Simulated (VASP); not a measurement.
These are r2SCAN meta-GGA, VASP's PBE PAW potentials (set 64) (plane waves; VASP) values and carry that method's errors.

VASP input:

### INCAR
```
ISIF = 2   # forces and stress, cell fixed
NELM = 100   # most electronic steps
SIGMA = 0.1
ALGO = Normal   # blocked Davidson
LASPH = .TRUE.
LREAL = .FALSE.   # projection in real space or not
LMIXTAU = .TRUE.
ISMEAR = 1
LCHARG = .FALSE.
EDIFF = 1E-7   # SCF stop (eV)
LWAVE = .FALSE.
METAGGA = R2SCAN
LMAXMIX = 4
SYSTEM = CoGa
PREC = Accurate
ENCUT = 520
```

File POSCAR:
```
CoGa
1
    2.8158724464     0.0000000000     0.0000000000
    0.0000000000     2.8158724464     0.0000000000
    0.0000000000     0.0000000000     2.8158724464
Ga Co
1 1
Direct
  0.5000000000   0.5000000000   0.5000000000
  0.0000000000   0.0000000000   0.0000000000
```

File KPOINTS:
```
Automatic mesh
0
Gamma
13 13 13
0 0 0
```

POTCAR, in this order: Ga_d Co (PBE.64 set). Program: vasp_std.

Problem. Predict the energy per atom (σ→0), pressure, band gap (on the k-mesh).

Solution. 
```yaml
energy per atom (σ→0): -1207.7 kJ/mol-atom
band gap (on the k-mesh): none (metal, semimetal or under 0.01 eV)
pressure: 6.60 GPa
```

File OSZICAR:
```
...
DAV:  11    -0.250320256315E+02    0.20918E-02   -0.66994E-03  3356   0.106E+00    0.949E-02
DAV:  12    -0.250332428941E+02   -0.12173E-02   -0.13022E-03  2639   0.459E-01    0.327E-02
DAV:  13    -0.250333193494E+02   -0.76455E-04   -0.99810E-05  2782   0.991E-02    0.188E-02
DAV:  14    -0.250333149218E+02    0.44276E-05   -0.52206E-05  2947   0.104E-01    0.641E-03
DAV:  15    -0.250333195255E+02   -0.46036E-05   -0.47375E-06  2905   0.348E-02    0.207E-03
DAV:  16    -0.250333198588E+02   -0.33332E-06   -0.30640E-07  3243   0.696E-03    0.116E-03
DAV:  17    -0.250333199025E+02   -0.43692E-07   -0.46495E-08  1414   0.309E-03
   1 F= -.25033320E+02 E0= -.25033933E+02  d E =0.183916E-02
```

The compound is CoGa in the CsCl type structure. This cell is one point of a volume scan, at 0.97 of the reference volume. The run is not spin-polarised, so no magnetic state was tried.
